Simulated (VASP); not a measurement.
Given:

```xyz
4
Lattice="2.7797 0.0000 0.0000 -1.3899 2.4073 0.0000 0.0000 0.0000 4.6655" Properties=species:S:1:pos:R:3 pbc="T T T"
Co    -1.3899     2.4073     0.0000
Co    -1.3899     2.4073     2.3327
C      0.0000     1.6049     1.1664
C      1.3899     0.8024     3.4991
```

Level of theory: PBEsol GGA, VASP's PBE PAW potentials (set 64) (plane waves; VASP 6.6.1). Run with 520 eV cut-off, Gaussian smearing of 0.050 eV, potentials Co C.

Give the energies of bands 3 to 16 at the high-symmetry points, in eV from the Fermi level.

| band | Γ | M | K | A | L | H |
|---|---|---|---|---|---|---|
| 3 | -8.39 | -8.31 | -7.04 | -5.09 | -7.55 | -6.80 |
| 4 | -4.99 | -5.65 | -6.73 | -5.09 | -7.55 | -6.80 |
| 5 | -4.99 | -5.25 | -6.73 | -3.90 | -4.41 | -5.31 |
| 6 | -4.35 | -4.80 | -4.78 | -3.90 | -4.41 | -5.31 |
| 7 | -2.53 | -4.18 | -4.78 | -3.90 | -4.16 | -4.75 |
| 8 | -2.53 | -3.64 | -2.96 | -3.90 | -4.16 | -4.75 |
| 9 | -2.22 | -1.88 | -1.72 | -1.93 | -2.47 | -1.99 |
| 10 | -2.22 | -1.31 | -1.44 | -1.93 | -2.47 | -1.99 |
| 11 | -1.00 | -1.30 | -1.44 | -1.93 | -0.92 | -1.11 |
| 12 | -1.00 | -1.06 | -0.86 | -1.93 | -0.92 | -1.11 |
| 13 | 0.88 | -0.75 | -0.86 | 0.08 | -0.39 | 0.33 |
| 14 | 1.16 | -0.40 | -0.51 | 0.08 | -0.39 | 0.33 |
| 15 | 1.45 | -0.34 | 1.89 | 3.83 | 2.54 | 0.37 |
| 16 | 1.45 | 2.52 | 1.89 | 3.83 | 2.54 | 0.37 |

It has no gap at this level: it comes out as a metal or semimetal.

The structure was generated: CoC was put into the NiAs type type (P6_3/mmc), which need not be its known phase. It was relaxed first, which changed the volume by -22 %. The run is not spin-polarised, so no magnetic state was tried.
